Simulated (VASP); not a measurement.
Input:

```xyz
5
Lattice="2.2807 -3.9503 0.0000 2.2807 3.9503 0.0000 0.0000 0.0000 7.1853" Properties=species:S:1:pos:R:3 pbc="T T T"
Mg     4.5614     0.0000     0.0000
Mg     2.2807     1.3168     4.5542
Mg     2.2807    -1.3168     2.6311
Sb     2.2807     1.3168     1.6153
Sb     2.2807    -1.3168     5.5700
```

The numbers are results of MS2 meta-GGA, VASP's PBE PAW potentials (set 64) (plane waves; VASP), not measurements. Run with 520 eV cut-off, 6×6×4 Γ-centred mesh, tetrahedra with Blöchl corrections, potentials Mg Sb.

Unless said otherwise, spin-orbit coupling is left out, though it shifts the bands of the heavy elements here.

What does the run give for the energy per atom (σ→0), band gap (over mesh and band path) with the smallest direct gap where there is one?

```
Property                                                Value
---------------------------------------------  --------------
band gap (over mesh and band path)                    0.29 eV
smallest direct gap (over mesh and band path)         1.40 eV
energy per atom (σ→0)                          -3.521 eV/atom
```

Only differences to runs with the same potentials and settings are physical.

The compound is Mg3Sb2 in the a-la2o3 structure. It was relaxed first.
